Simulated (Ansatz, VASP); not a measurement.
# ReOs (Re-Os-Os-Re stack, (100) layers) in two plane-wave programs, part 3 of 3

One calculation is typed for both programs; each brings its own data sets. How far apart do they land? The cell is taken from a series of runs on this material, whose earlier steps may have relaxed, scaled, displaced or heated it; both programs get it as it stands.

VASP 6.6.1 and Ansatz 0.2.0.

So far: Set-up; VASP: zone-centre phonons, PBEsol.

## (3) Ansatz: zone-centre phonons, PBEsol

Level of this step: Ansatz beside VASP: Kohn-Sham DFT, plane waves, PBEsol (Ansatz).

Ansatz runs on its PAW soft_1 files.

The same cell, functional, mesh and smearing now go to Ansatz, which takes its cutoff from its data sets.

Contents of input.yaml:

```yaml
crystal:
  lattice:
    - [2.6649285788, 0.0, 0.0]
    - [0.0, 2.6649285788, 0.0]
    - [0.0, 0.0, 35.2952772987]
  atoms:
    - { symbol: Re, position: [0.0, 0.0, 0.1563866118] }
    - { symbol: Os, position: [0.5, 0.5, 0.2088183787] }
    - { symbol: Os, position: [0.0, 0.0, 0.2656824974] }
    - { symbol: Re, position: [0.5, 0.5, 0.3181142643] }
  periodic: [true, true, false]
kpoints:
  mp_grid: { grid: [6, 6, 1] }
hamiltonian:
  xc: pbesol
  pseudopotentials: { kind: paw, azcp: { folder: soft_1 }, xc_functional: pbe }
scf:
  occupations: { method: methfessel_paxton, width: 0.2 }
output:
  eigenvalues: true
phonons:
  method: dfpt
  qmesh: [2, 2, 1]
  temperatures: { t_max: 1000, t_step: 50 }
  qpath:
    path: [[0.0, 0.0, 0.0], [0.0, 0.5, 0.0], [0.5, 0.5, 0.0], [0.0, 0.0, 0.0]]
    npoints: 10
```

On the command line:

```
> ansatz run input.yaml --threads 4 --pin off --max-ram 12288MiB --backend cpu --events-out ev --progress --plain --runs-dir out
```

Numbers of over 12 decimals in the logs are rounded to 6 here.

Log:

```text
Warning: crystal.symmetry: narrowed to the stabiliser of the run's FFT grids — unitary ops 16 → 8. A phonons.method: dfpt run fills in the rows of the dynamical matrix that it does not solve by its symmetry operations, which is exact only for operations that map its FFT grids onto themselves: filled in by any other, the frequencies could depend on the order in which like atoms are typed, or, by more than the grids' own error, on where the crystal sits among the grids' points. Excluded: 8 operations. The run can therefore solve more perturbations, solve them on more k-points, or both, and cost more. [rest of the remark cut]
Engine: ansatz 0.2.0, aarch64-unknown-linux-gnu
Pseudopotentials: kind: paw
Pseudopotential: Re, paw, valence charge 15, recommended cutoff 420 eV (normal), soft_1/Re.paw.azcp
Pseudopotential: Os, paw, valence charge 16, recommended cutoff 420 eV (normal), soft_1/Os.paw.azcp
Functional definition: PBEsol
  exchange = pbesol_x
  correlation = pbesol_c
Crystal: 4 atoms, lattice volume = 250.662 Å³
Basis set: ecut = 420 eV, 4897 PW (Γ), exchange–correlation on 36×36×480 points (8 copies of the dense FFT grid, shifted against one another)
Bands: 38, of which v1, the nominal top of the filled ones, is band 31 counted from 1 (30 counted from 0)
Symmetry: 16 space group operations
k-points: 10 of 36 (irreducible under 8 space group operations)
Non-local potential: Re, projectors of the file, l = 0: 3, l = 1: 2, l = 2: 2, l = 3: 1
Non-local potential: Os, projectors of the file, l = 0: 3, l = 1: 2, l = 2: 2, l = 3: 1
PAW form: soft (Blöchl's): semilocal exchange-correlation on the pseudo side does not see the compensation charge
PAW frozen core: Re, regenerated for the run's functional, and the local potential with it (the file was generated under x = pbe(κ = 0.804, μ = 0.219515), c = pbe(β = 0.066725))
PAW frozen core: Os, regenerated for the run's functional, and the local potential with it (the file was generated under x = pbe(κ = 0.804, μ = 0.219515), c = pbe(β = 0.066725))
PAW one-centre angular grid: Re, 590 points (default); XC on 64 Gauss nodes
PAW one-centre angular grid: Os, 590 points (default); XC on 64 Gauss nodes
Initial density: superposition of atomic densities (neutral atoms: chi_scale 0, normalization atom)
Initial wavefunctions: pseudopotential atomic-orbital guess
Functional: x = pbesol(κ = 0.804, μ = 0.123457), c = pbesol(β = 0.046)
SCF iter   1: F=—  HF=-43978.815801 eV  |F-HF|=—  |Δ(HF+E_count)|=         —  Δρ=3.29e-2  dr2=1.47e1  ethr=3.10e-3  ⟨swp⟩=16.1  Hψ=2953  notcnv=0
preconditioner: auto → LDOS  [metal: Δε(μ)=0.100 eV  Ē_g=5.925 eV  σ=0.200 eV  W_gap=0.38  n_scr=24 (ndim 8)  ℏωp=12.8 eV  f_vac=0.714  D(μ)=6.62/eV (n_scr^D=24)  β→1.0]
SCF iter   2: F=—  HF=-43978.164736 eV  |F-HF|=—  |Δ(HF+E_count)|=   6.51e-1  S|Δr|=    0.00e0  Δρ=2.90e-2  dr2=4.37e0  ethr=3.10e-3  ⟨swp⟩=4.2  Hψ=1171  notcnv=0  defer=12
SCF iter   3: F=—  HF=-43977.184359 eV  |F-HF|=—  |Δ(HF+E_count)|=   9.80e-1  S|Δr|=    0.00e0  Δρ=7.40e-3  dr2=8.16e-1  ethr=3.10e-3  ⟨swp⟩=4.4  Hψ=1136  notcnv=0  defer=12
SCF iter   4: F=—  HF=-43977.079686 eV  |F-HF|=—  |Δ(HF+E_count)|=   1.05e-1  S|Δr|=    0.00e0  Δρ=2.02e-3  dr2=6.25e-2  ethr=1.32e-3  ⟨swp⟩=2.9  Hψ=764  notcnv=0  defer=12
SCF iter   5: F=—  HF=-43977.074529 eV  |F-HF|=—  |Δ(HF+E_count)|=   5.16e-3  S|Δr|=    0.00e0  Δρ=7.45e-4  dr2=2.50e-3  ethr=1.01e-4  ⟨swp⟩=3.8  Hψ=812  notcnv=0  defer=12
SCF iter   6: F=—  HF=-43977.074768 eV  |F-HF|=—  |Δ(HF+E_count)|=   2.39e-4  S|Δr|=    0.00e0  Δρ=2.61e-4  dr2=1.08e-3  ethr=4.03e-6  ⟨swp⟩=3.5  Hψ=869  notcnv=0  defer=12
SCF iter   7: F=—  HF=-43977.074708 eV  |F-HF|=—  |Δ(HF+E_count)|=   5.94e-5  S|Δr|=    0.00e0  Δρ=1.20e-4  dr2=6.82e-5  ethr=1.75e-6  ⟨swp⟩=3.1  Hψ=579  notcnv=0  defer=12
SCF iter   8: F=—  HF=-43977.074726 eV  |F-HF|=—  |Δ(HF+E_count)|=   1.76e-5  S|Δr|=    0.00e0  Δρ=3.27e-5  dr2=8.22e-6  ethr=1.10e-7  ⟨swp⟩=4.4  Hψ=924  notcnv=0  defer=12
SCF iter   9: F=—  HF=-43977.074721 eV  |F-HF|=—  |Δ(HF+E_count)|=   5.36e-6  S|Δr|=    0.00e0  Δρ=1.37e-5  dr2=3.07e-7  ethr=1.33e-8  ⟨swp⟩=3.4  Hψ=723  notcnv=0  defer=12
SCF iter  10: F=—  HF=-43977.074886 eV  |F-HF|=—  |Δ(HF+E_count)|=   1.65e-4  S|Δr|=    0.00e0  Δρ=3.32e-6  dr2=3.15e-8  ethr=4.95e-10  ⟨swp⟩=4.2  Hψ=1006  notcnv=0  defer=12
SCF iter  11: F=—  HF=-43977.074886 eV  |F-HF|=—  |Δ(HF+E_count)|=   4.74e-8  S|Δr|=    0.00e0  Δρ=8.87e-7  dr2=1.82e-9  ethr=5.08e-11  ⟨swp⟩=3.5  Hψ=900  notcnv=0  defer=12
SCF iter  12: F=—  HF=-43977.074886 eV  |F-HF|=—  |Δ(HF+E_count)|=   1.30e-8  S|Δr|=    0.00e0  Δρ=3.12e-7  dr2=2.96e-10  ethr=2.94e-12  ⟨swp⟩=4.0  Hψ=864  notcnv=0  defer=12
SCF iter  13: F=—  HF=-43977.074886 eV  |F-HF|=—  |Δ(HF+E_count)|=   3.99e-9  S|Δr|=    0.00e0  Δρ=8.33e-8  dr2=1.63e-11  ethr=1.00e-12  ⟨swp⟩=3.5  Hψ=731  notcnv=0  defer=12
SCF iter  14: F=-43977.074886 eV  HF=-43977.074886 eV  |F-HF|=3.64e-11  |Δ(HF+E_count)|=  9.68e-10  S|Δr|=    0.00e0  Δρ=2.79e-8  dr2=1.55e-12  ethr=1.00e-12  ⟨swp⟩=19.6  Hψ=3269  notcnv=0
SCF 1 converged in 14 iterations: F = -43977.074886 eV  dr2 = 1.55e-12
  greatest PAW one-centre occupation: 1.000 electrons in one spin orbital (limit 2), on the Os atom at site 2 (counted from 0), in its partial waves of l = 0
phonons: the bands overlap, so this run is a metal and interpolates without the dipole-dipole term. If the crystal is really an insulator or semiconductor, its LO-TO splitting is missing
NSCF: frozen V_eff on 10 k-points
NSCF: frozen V_eff on 16 k-points
DFPT response loops at q = (0, 0, 0) (fractional): preconditioner auto → none (partly filled bands, converged f_vac=0.717); β = 0.50; Broyden in place of MSR1
NSCF: frozen V_eff on 32 k-points
DFPT response loops at q = (0, -0.5, 0) (fractional): mixed as the last ones told, above
NSCF: frozen V_eff on 32 k-points
DFPT response loops at q = (-0.5, -0.5, 0) (fractional): mixed as the last ones told, above
SCF converged after 14 iterations
Stability not checked: this state was not tested for a lower state beside it, because cold or Methfessel-Paxton smearing, or corrected tetrahedra, fill the levels in a way that the test cannot read (fill_not_monotonic; see scf.lower_state_search)
Free energy (F): -43977.074886 eV
Harris-Foulkes:  -43977.074886 eV  (|F-HF|=3.64e-11)
Internal energy: -43977.052852 eV  (E = F + TS)
E sigma→0 (E₀):  -43977.069378 eV
Entropy (-TS):   -0.022034 eV (-5.508 meV/atom)
Fermi energy:    -5.099404 eV
--- Per-component energies (eV) ---
  E_band       = -2144.966039
  E_kinetic    = 2029.758179
  E_local      = -313878.517401  (includes V_loc(G=0)·N_el)
  E_nonlocal   = 568.287892
  E_hartree    = 155508.206041
  E_xc         = -1170.615023
  E_vxc        = -1068.062139  (∫ρ·V_xc dr)
  E_paw        = -34983.021880  (= ΣΔE_a)
  E_vpaw       = -812.845526  (= ΣTr[D̂ρ^β])
  E_aug_tail   = 0.001020  (compensation charges beyond the density's cutoff)
  E_ewald      = 147947.885672
  E_core_change = 0.962649  (= ΣΔE_core)
  E_smearing   = -0.022034  (= −TS)
  E_closure    = 0.000000  (closes the sum)
  Σ components = -43977.074886   (vs F -43977.074886, Δ=0.00e0)
--- Band table (eV; the first three rows and the last of 10) ---
  k-point 0: bands = [... 27 lower, -6.3910, -5.9552, -5.9552, -5.5885, -5.0898, -4.4560, -3.7065, -3.3196, ... 3 higher]
  k-point 1: bands = [... 27 lower, -6.5164, -6.3917, -5.7883, -5.6314, -5.3000, -5.1585, -4.7934, -4.7779, ... 3 higher]
  k-point 2: bands = [... 27 lower, -7.2824, -6.8043, -6.7531, -6.2422, -5.7311, -4.2634, -3.8780, -3.8751, ... 3 higher]
  k-point 9: bands = [... 27 lower, -4.6896, -3.7119, -3.7119, -2.9411, -2.9411, -1.6566, -1.6566, -0.7837, ... 3 higher]
--- Phonons (Γ-DFPT): 8 representative perturbations + reference (Σ response iterations 41) ---
  ASR residual: 1.327e-4 → 0.000e0 eV/Å²; symmetrization residual: 1.628e-4 eV/Å²
  The last average, over the group as it would stand without the narrowing to the FFT grids, took up to 3.760e-5 eV/Å² of the zone centre's force constants
  ASR residual per site (eV/Å²): 9.25e-6 8.70e-5 1.33e-4 6.58e-5
  Γ frequencies (cm⁻¹): 0.00 0.00 0.00 57.26 57.26 88.52 106.05 106.05 121.03 121.03 141.87 192.35
--- Phonons (arbitrary-q DFPT): 3 irreducible q on the 2×2×1 mesh ---
  q = [0.0000, 0.0000, 0.0000] (star 1, of the zone-centre solve; hermiticity 2.44e-5, symmetrization 1.29e-12, taken by the last average 2.82e-6): -0.00 0.00 0.00 57.26 57.26 88.52 106.05 106.05 121.03 121.03 141.87 192.35
  q = [0.0000, -0.5000, 0.0000] (star 2, 12 solved perturbations on 16 of 36 k-point pairs; hermiticity 4.81e-6, symmetrization 1.83e-9, taken by the last average 1.74e-6): -113.74 -113.74 -33.29 -33.29 79.74 79.74 105.30 105.30 105.66 105.66 183.90 183.90
  q = [-0.5000, -0.5000, 0.0000] (star 1, 8 solved perturbations in 104 linear systems a pass and spin channel, the states on 16 of 36 k-point pairs; hermiticity 7.87e-6, symmetrization 1.07e-9, taken by the last average 3.41e-6): -135.83 -135.83 -82.93 -82.93 -62.82 -62.82 36.78 36.78 86.39 86.39 173.34 173.34
  sum rule: each row above includes the acoustic sum rule's correction from the zone centre's row sums; it moved no ω² by more than (0.44 cm⁻¹)²
  mesh force constants: q→R imaginary residual 1.76e-17; ASR residual 1.327e-4 → 0.000e0 eV/Å²; symmetrization residual 3.553e-15 eV/Å²
  interpolated dispersion: 31 rows × 12 modes
  density of states and harmonic sums: on the 24×24×1 q-mesh, interpolated from the force constants of a 2×2×1 supercell (no non-analytic term)
  largest difference from the sums on the solved wave vectors: F 1.72e-1 eV, S 2.22e-4 and C_V 5.21e-5 eV/K
  zero-point energy: 0.054215 eV/cell   skipped modes (ω ≤ 0): 336, of them read as no rigid motion or as one in doubt: 333 (3.670e0 modes/cell left out, lowest -135.83 cm⁻¹)   left out of the sums: 3.06e-1 of the cell's modes: C_V's classical limit lies that fraction below 3 k_B per atom; for a crystal, a wire or a layer, F and S can be off by more, and a phonons.interpolated_qmesh denser along its periods is the remedy for the sampling
```

In the SCF lines HF is the Harris–Foulkes energy and dr2 the Hartree energy of the density residual, in eV; the loop may stop once dr2 is under the threshold and the program's other checks hold. Hψ counts applications of the Hamiltonian.

## (4) Side by side

Known differences besides the potentials themselves: Ansatz cuts the interaction across the vacuum, VASP repeats the sheet without a dipole correction; VASP's run holds the zone centre alone; the data sets hold 62 valence electrons in Ansatz (on its PAW soft_1 files) and 30 in VASP; the cutoff is 420 eV in Ansatz and 600 eV in VASP; Ansatz makes its cores anew for this functional, VASP keeps those of its PBE data sets. Total energies have different zeros and are not compared.

Both answers:

| quantity | Ansatz | VASP | difference |
| --- | --- | --- | --- |
| optical mode 1 to 2 (cm⁻¹) | 57.3 | 56.4 | +1.49 % |
| optical mode 3 (cm⁻¹) | 88.5 | 91.3 | -3.05 % |
| optical mode 4 to 5 (cm⁻¹) | 106.0 | 105.1 | +0.87 % |
| optical mode 6 to 7 (cm⁻¹) | 121.0 | 120.4 | +0.56 % |
| optical mode 8 (cm⁻¹) | 141.9 | 143.5 | -1.10 % |
| optical mode 9 (cm⁻¹) | 192.3 | 193.3 | -0.48 % |

Modes are paired by rising frequency, not by their patterns, so a pair may set unlike modes beside each other; they are those without the splitting of longitudinal modes. Where the cell holds vacuum, a pressure given here is an average over it and none of the material.

## (5) Summary of results

- r.m.s. difference of the optical zone-centre modes, each program's sorted by frequency (zone-centre phonons, PBEsol): 1.3 cm⁻¹
- difference in optical mode 3 (zone-centre phonons, PBEsol): -3.1 %

**Reading.** The r.m.s. difference of the optical zone-centre modes, each program's sorted by frequency is 1.3 cm⁻¹ (zone-centre phonons, PBEsol). The data sets hold unlike numbers of valence electrons (62 in Ansatz and 30 in VASP), so part of the differences may come from the potentials. Among the rows given in per cent, the largest difference of the zone-centre phonons, PBEsol pair is in optical mode 3, -3.1 %. How closely two codes agree says nothing of how well the functional describes the real material.

[Lines on the potential files, build, host, timing and source positions are cut from VASP's logs without a mark.]

[Logs are printed without paths, hosts, clocks, repeated set-up lines and the standing remarks that a program may print on its own settings, such as how far it seeks lower states.]

[Hosts, paths, dates, database ids (printed as entryN), source tags and the programs' standing remarks are cut or masked in the printed files.]
